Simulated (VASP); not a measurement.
Given:

```xyz
4
Lattice="3.4409 0.0000 0.0000 -1.7205 2.9799 0.0000 0.0000 0.0000 7.6557" Properties=species:S:1:pos:R:3 pbc="T T T"
Nb     0.0000     1.9866     0.2286
Nb     1.7205     0.9933     4.0564
P      0.0000     1.9866     2.6423
P      1.7205     0.9933     6.4701
```

Computed with PBE GGA, VASP's PBE PAW potentials (set 64) (plane waves; VASP). Run with 400 eV cut-off, 11×11×5 Γ-centred mesh, tetrahedra with Blöchl corrections, potentials Nb_sv P.

The cores are frozen, which limits the accuracy of field gradients.

**Question.** Give the principal components of the electric field gradient (V/Å²) and the asymmetry η at each nucleus.

**Answer.** 
| atom | Vxx | Vyy | Vzz | η |
|---|---|---|---|---|
| Nb1 | 16.3 | 16.3 | -32.7 | 0.00 |
| Nb2 | 16.3 | 16.3 | -32.7 | 0.00 |
| P3 | 21.3 | 21.3 | -42.5 | 0.00 |
| P4 | 21.3 | 21.3 | -42.5 | 0.00 |

The structure was generated: NbP was put into the wurtzite type (P6_3mc), which need not be its known phase. It was relaxed first, which changed the volume by -36 %.
